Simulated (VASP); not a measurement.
Input:

```xyz
2
Lattice="0.0000 2.4453 2.4453 2.4453 0.0000 2.4453 2.4453 2.4453 0.0000" Properties=species:S:1:pos:R:3 pbc="T T T"
Sc     0.0000     0.0000     0.0000
B      2.4453     2.4453     2.4453
```

Calculation: PBEsol GGA, VASP's PBE PAW potentials (set 64) (plane waves; VASP). Numerical set-up: 520 eV cut-off, 14×14×14 Γ-centred mesh, tetrahedra with Blöchl corrections, potentials Sc_sv B.

Question: What does the run give for the energy per atom (σ→0), band gap (on the k-mesh) with the smallest direct gap where there is one?

Answer: 
```json
{
  "band gap (on the k-mesh)": "none (metal, semimetal or under 0.01 eV)",
  "energy per atom (σ→0)": "-6.611 eV/atom"
}
```

Only differences to runs with the same potentials and settings are physical.

The structure was generated: ScB was put into the rock salt type (Fm-3m), which need not be its known phase. It was relaxed first, which changed the volume by -29 %.
